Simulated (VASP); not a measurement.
Consider the following.

```
Ge
1.0
    2.54101    -4.03854     0.00000
    2.54101     4.03854     0.00000
    0.00000     0.00000     3.94953
Ge
4
Direct
  0.35262   0.64738   0.65404
  0.64738   0.35262   0.34596
  0.85262   0.14738   0.84596
  0.14738   0.85262   0.15404
```

These are r2SCAN meta-GGA with spin-orbit coupling, VASP's PBE PAW potentials (set 64) (plane waves; VASP) values and carry that method's errors. Settings: 400 eV cut-off, 7×7×7 Γ-centred mesh, Gaussian smearing of 0.050 eV, potentials Ge_d.

Q: Give the energies of bands 51 to 64 at the high-symmetry points, in eV from the Fermi level.

A: 
```csv
band,Γ,Y,C0,Z,A0,T,S,R
51,-3.24,-1.31,-1.75,-2.83,-4.67,-4.58,-1.90,-3.31
52,-3.24,-1.31,-1.75,-2.83,-4.67,-4.58,-1.90,-3.31
53,-2.43,-0.49,-0.99,-2.31,0.43,-3.47,0.26,-2.08
54,-2.43,-0.49,-0.99,-2.31,0.43,-3.47,0.26,-2.08
55,-1.85,-0.06,-0.48,-2.31,0.53,-3.47,0.26,-2.03
56,-1.85,-0.06,-0.48,-2.31,0.53,-3.47,0.26,-2.03
57,0.02,0.23,1.46,-0.58,2.11,3.22,1.13,3.28
58,0.02,0.23,1.46,-0.58,2.11,3.22,1.13,3.28
59,4.14,0.80,1.57,-0.58,2.21,3.22,1.13,3.31
60,4.14,0.80,1.57,-0.58,2.21,3.22,1.13,3.31
61,4.25,2.55,3.44,1.59,2.68,5.24,3.98,3.44
62,4.25,2.55,3.44,1.59,2.68,5.24,3.98,3.44
63,5.01,3.24,3.58,1.59,2.71,5.24,3.98,3.44
64,5.01,3.24,3.58,1.59,2.71,5.24,3.98,3.44
```

It has no gap at this level: it comes out as a metal or semimetal.

The structure was generated: Ge was put into the black-P type (Cmce), which need not be its known phase. It was relaxed first, which changed the volume by -15 %.
